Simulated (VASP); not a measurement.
Method: PBEsol GGA, VASP's PBE PAW potentials (set 64) (plane waves; VASP).

The input files of a VASP run:

**POSCAR**
```
BeZn3Se4
1
    5.5087042169    -0.0000000000     0.0000000000
   -0.0000000000     5.5087042169     0.0000000000
   -0.0000000000     0.0000000000     5.5087042169
Zn Se Be
3 4 1
Direct
  0.0000000000   0.0000000000   0.0000000000
  0.5000000000   0.5000000000   0.0000000000
  0.5000000000   0.0000000000   0.5000000000
  0.2363176353   0.2636823647   0.2636823647
  0.7636823647   0.7363176353   0.2636823647
  0.7636823647   0.2636823647   0.7363176353
  0.2363176353   0.7363176353   0.7363176353
  0.0000000000   0.5000000000   0.5000000000
```

**KPOINTS**
```
Regular mesh
0
Gamma
 6 6 6
```

INCAR:
```
SYSTEM=BeZn3Se4
PREC=Accurate; ENCUT=400; LREAL=F
LASPH=T
EDIFF=1E-7; NELM=100; ALGO=Normal
LMAXMIX=4
ISMEAR=-5
GGA=PS
ISIF=2
LWAVE=F; LCHARG=T; LORBIT=11
NEDOS=601
```

POTCAR, in this order: Zn Se Be (PBE.64 set). Program: vasp_std.

Output

### OSZICAR
```
       N       E                     dE             d eps       ncg     rms          rms(c)
DAV:   1     0.413437885407E+03    0.41344E+03   -0.24182E+04  1480   0.153E+03
DAV:   2     0.168068690962E+02   -0.39663E+03   -0.38232E+03  1561   0.357E+02
DAV:   3    -0.294308517320E+02   -0.46238E+02   -0.45744E+02  1692   0.125E+02
DAV:   4    -0.308646735200E+02   -0.14338E+01   -0.14305E+01  1777   0.220E+01
DAV:   5    -0.308818650214E+02   -0.17192E-01   -0.17185E-01  1766   0.232E+00    0.941E+00
DAV:   6    -0.296578548653E+02    0.12240E+01   -0.33726E+00  1991   0.470E+01    0.722E+00
DAV:   7    -0.296541142792E+02    0.37406E-02   -0.23977E+00  1660   0.734E+00    0.305E+00
DAV:   8    -0.296427857306E+02    0.11329E-01   -0.10818E-01  1891   0.448E+00    0.110E+00
DAV:   9    -0.296414696251E+02    0.13161E-02   -0.23043E-02  1961   0.261E+00    0.152E-01
DAV:  10    -0.296414457354E+02    0.23890E-04   -0.21603E-03  1807   0.559E-01    0.898E-02
DAV:  11    -0.296416233699E+02   -0.17763E-03   -0.85595E-04  1954   0.237E-01    0.272E-02
DAV:  12    -0.296415967490E+02    0.26621E-04   -0.27137E-04  1890   0.227E-01    0.149E-02
DAV:  13    -0.296416003966E+02   -0.36477E-05   -0.35744E-05  1766   0.301E-02    0.365E-03
DAV:  14    -0.296416005856E+02   -0.18901E-06   -0.11819E-06  1768   0.854E-03    0.165E-03
DAV:  15    -0.296416007066E+02   -0.12094E-06   -0.18092E-07  1396   0.228E-03    0.989E-04
DAV:  16    -0.296416006930E+02    0.13574E-07   -0.15042E-08   970   0.139E-03
   1 F= -.29641601E+02 E0= -.29641601E+02  d E =0.000000E+00
```

OUTCAR:
```
------------------------ aborting loop because EDIFF is reached ----------------------------------------
  FORCE on cell =-STRESS in cart. coord.  units (eV):
  Direction    XX          YY          ZZ          XY          YZ          ZX
  --------------------------------------------------------------------------------------
  Total        0.0148324      0.0148324      0.0148324     -0.0000000      0.0000000      0.0000000
  in kB        0.1421590      0.1421590      0.1421590     -0.0000000      0.0000000      0.0000000
  external PRESSURE =       0.1421590 kB  Pullay stress =       0.0000000 kB
  volume of cell :      167.17
      direct lattice vectors                 reciprocal lattice vectors
     5.508704217  0.000000000  0.000000000     0.181530894  0.000000000  0.000000000
     0.000000000  5.508704217  0.000000000     0.000000000  0.181530894  0.000000000
     0.000000000  0.000000000  5.508704217     0.000000000  0.000000000  0.181530894
 POSITION                                       TOTAL-FORCE (eV/Angst)
 -----------------------------------------------------------------------------------
      0.00000      0.00000      0.00000        -0.000000     -0.000000      0.000000
      2.75435      2.75435      0.00000        -0.000000      0.000000     -0.000000
      2.75435      0.00000      2.75435        -0.000000      0.000000      0.000000
      1.30180      1.45255      1.45255         0.002314     -0.002314     -0.002314
      4.20690      4.05616      1.45255        -0.002314      0.002314     -0.002314
      4.20690      1.45255      4.05616        -0.002314     -0.002314      0.002314
      1.30180      4.05616      4.05616         0.002314      0.002314      0.002314
      0.00000      2.75435      2.75435        -0.000000      0.000000      0.000000
 -----------------------------------------------------------------------------------
    total drift:                               -0.000000     -0.000000     -0.000000
  FREE ENERGIE OF THE ION-ELECTRON SYSTEM (eV)
  ---------------------------------------------------
  free  energy   TOTEN  =       -29.6416006930 eV

  energy  without entropy=      -29.6416006930  energy(sigma->0) =      -29.64160069

 total charge

# of ion       s       p       d       tot
------------------------------------------
    1        0.545   0.475   9.785  10.806
    2        0.545   0.475   9.785  10.806
    3        0.545   0.475   9.785  10.806
    4        1.434   2.444   0.032   3.910
    5        1.434   2.444   0.032   3.910
    6        1.434   2.444   0.032   3.910
    7        1.434   2.444   0.032   3.910
    8        0.366   0.563   0.000   0.929
--------------------------------------------------
tot          7.740  11.764  29.484  48.988
```
(Selected blocks of OUTCAR.)

The structure was generated: BeZn3Se4 was put into an ordered model structure (P-43m), which need not be its known phase. It was relaxed first.
